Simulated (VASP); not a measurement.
# LiLa₂HO₃ (space group Immm): computed properties

The numbers are results of LDA (Ceperley-Alder, Perdew-Zunger), VASP's LDA PAW potentials (set 64) (plane waves; VASP), not measurements.

For LiLa2HO3, the space group is Immm (71). The cell is a = 3.504 Å, b = 3.697 Å, c = 12.704 Å, α = β = γ = 90.00°. The volume per atom comes out as 11.75 Å^3/atom and the band gap (over mesh and band path) comes out as 1.73 eV. The smallest direct gap (over mesh and band path) is 2.60 eV, the band-edge character comes out as indirect, S to Γ-X at 0.57 and the density comes out as 6.74 g/cm³.

```yaml
crystal:
  lattice:
    - [-1.75217, 1.84828, 6.35187]
    - [1.75217, -1.84828, 6.35187]
    - [1.75217, 1.84828, -6.35187]
  atoms:
    - { symbol: Li, position: [0.00000, 0.00000, 0.00000] }
    - { symbol: La, position: [0.36370, 0.36370, 0.00000] }
    - { symbol: La, position: [0.63630, 0.63630, 0.00000] }
    - { symbol: H, position: [0.00000, 0.50000, 0.50000] }
    - { symbol: O, position: [0.50000, 0.00000, 0.50000] }
    - { symbol: O, position: [0.82437, 0.82437, 0.00000] }
    - { symbol: O, position: [0.17563, 0.17563, 0.00000] }
```

The structure comes from a computed database's LiLa2HO3 entry (Immm); how it stands against other phases isn't given here. It was relaxed first, which changed the volume by -6 %. Symmetry was kept, so distortions that lower it aren't found.
